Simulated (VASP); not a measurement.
These are PBE GGA, VASP's PBE PAW potentials (set 64) (plane waves; VASP) values and carry that method's errors.

A VASP calculation is set up with these files.

File POSCAR:
```
Be
1
    2.2900000000     0.0000000000     0.0000000000
   -1.1450000000     1.9831980000     0.0000000000
    0.0000000000     0.0000000000     3.5800000000
Be
2
Direct
  0.6666670000   0.3333330000   0.7500000000
  0.3333330000   0.6666670000   0.2500000000
```

### KPOINTS
```
Automatic mesh
0
Gamma
16 16 9
0 0 0
```

**INCAR**
```
# general
SYSTEM = Be
PREC   = Accurate
ENCUT  = 480
LREAL  = .False.
LASPH  = .True.

# electronic loop
EDIFF  = 1E-6
NELM   = 100
ALGO   = Normal

# smearing
ISMEAR = 1
SIGMA  = 0.1

# functional
GGA    = PE

# ions
IBRION = 2
NSW    = 60
ISIF   = 3
EDIFFG = -0.01

# output
LWAVE  = .False.
LCHARG = .False.
```

POTCAR, in this order: Be (PBE.64 set). Program: vasp_std.

What VASP printed:

### OSZICAR
```
       N       E                     dE             d eps       ncg     rms          rms(c)
DAV:   1    -0.276112901282E+01   -0.27611E+01   -0.16831E+03  1806   0.511E+02
DAV:   2    -0.755895490687E+01   -0.47978E+01   -0.46036E+01  2808   0.592E+01
DAV:   3    -0.759407317518E+01   -0.35118E-01   -0.35118E-01  2388   0.462E+00
DAV:   4    -0.759413246459E+01   -0.59289E-04   -0.59288E-04  2610   0.147E-01
DAV:   5    -0.759413265867E+01   -0.19409E-06   -0.19404E-06  2412   0.274E-03    0.119E+00
DAV:   6    -0.755156884383E+01    0.42564E-01   -0.54563E-03  2082   0.107E+00    0.727E-01
DAV:   7    -0.753417219016E+01    0.17397E-01   -0.61822E-03  2106   0.112E+00    0.257E-02
DAV:   8    -0.753415095632E+01    0.21234E-04   -0.13287E-05  2604   0.446E-02    0.883E-03
DAV:   9    -0.753415013235E+01    0.82398E-06   -0.25865E-06  2292   0.203E-02
   1 F= -.75341501E+01 E0= -.75341043E+01  d E =-.753415E+01
       N       E                     dE             d eps       ncg     rms          rms(c)
DAV:   1    -0.753830464921E+01   -0.41537E-02   -0.14492E-02  2142   0.148E+00    0.482E-02
DAV:   2    -0.753826698917E+01    0.37660E-04   -0.21701E-05  2652   0.566E-02    0.303E-02
DAV:   3    -0.753825418415E+01    0.12805E-04   -0.15201E-05  1974   0.676E-02    0.133E-03
DAV:   4    -0.753825376009E+01    0.42406E-06   -0.63122E-08  1806   0.373E-03
   2 F= -.75382538E+01 E0= -.75381972E+01  d E =-.410363E-02
       N       E                     dE             d eps       ncg     rms          rms(c)
DAV:   1    -0.753834475598E+01   -0.90572E-04   -0.38791E-04  2172   0.241E-01    0.801E-03
DAV:   2    -0.753834465870E+01    0.97282E-07   -0.59121E-07  2580   0.939E-03
   3 F= -.75383447E+01 E0= -.75382860E+01  d E =-.419453E-02
       N       E                     dE             d eps       ncg     rms          rms(c)
DAV:   1    -0.753834486195E+01   -0.10597E-06   -0.10262E-05  2058   0.447E-02    0.114E-03
DAV:   2    -0.753834499413E+01   -0.13217E-06   -0.95012E-09  1140   0.104E-03
   4 F= -.75383450E+01 E0= -.75382859E+01  d E =-.419486E-02
       N       E                     dE             d eps       ncg     rms          rms(c)
DAV:   1    -0.753836248694E+01   -0.17625E-04   -0.18577E-04  2262   0.913E-02    0.498E-03
DAV:   2    -0.753836224184E+01    0.24510E-06   -0.82129E-07  2136   0.839E-03
   5 F= -.75383622E+01 E0= -.75382985E+01  d E =-.172477E-04
```

### OUTCAR
```
------------------------ aborting loop because EDIFF is reached ----------------------------------------
  FORCE on cell =-STRESS in cart. coord.  units (eV):
  Direction    XX          YY          ZZ          XY          YZ          ZX
  --------------------------------------------------------------------------------------
  Total        0.0045060      0.0045060      0.0068046      0.0000000     -0.0000000      0.0000000
  in kB        0.4559934      0.4559933      0.6886106      0.0000000     -0.0000000      0.0000000
  external PRESSURE =       0.5335325 kB  Pullay stress =       0.0000000 kB
  volume of cell :       15.83
      direct lattice vectors                 reciprocal lattice vectors
     2.266838069  0.000000000  0.000000000     0.441143112  0.254694116 -0.000000000
    -1.133419034  1.963139185  0.000000000     0.000000000  0.509388233 -0.000000000
     0.000000000  0.000000000  3.557712554     0.000000000 -0.000000000  0.281079481
 POSITION                                       TOTAL-FORCE (eV/Angst)
 -----------------------------------------------------------------------------------
      1.13342      0.65438      2.66828        -0.000000      0.000000      0.000000
     -0.00000      1.30876      0.88943         0.000000     -0.000000      0.000000
 -----------------------------------------------------------------------------------
    total drift:                                0.000003     -0.000001      0.000005
  FREE ENERGIE OF THE ION-ELECTRON SYSTEM (eV)
  ---------------------------------------------------
  free  energy   TOTEN  =        -7.5383622418 eV

  energy  without entropy=       -7.5381709541  energy(sigma->0) =       -7.53829848

 reached required accuracy - stopping structural energy minimisation
```
(Selected blocks of OUTCAR.)

File CONTCAR:
```
Be
   1.00000000000000
     2.2668380689470791    0.0000000000000000    0.0000000000000000
    -1.1334190344735395    1.9631391846052497    0.0000000000000000
     0.0000000000000000    0.0000000000000000    3.5577125544523143
  Be
     2
Direct
     0.6666669999999968    0.3333330000000032    0.7500000000000000
     0.3333330000000032    0.6666669999999968    0.2500000000000000
```

Energy and stress use the plane-wave basis of the starting cell.

The compound is Be in the hcp structure. This run relaxes it. Symmetry was kept, so distortions that lower it aren't found.
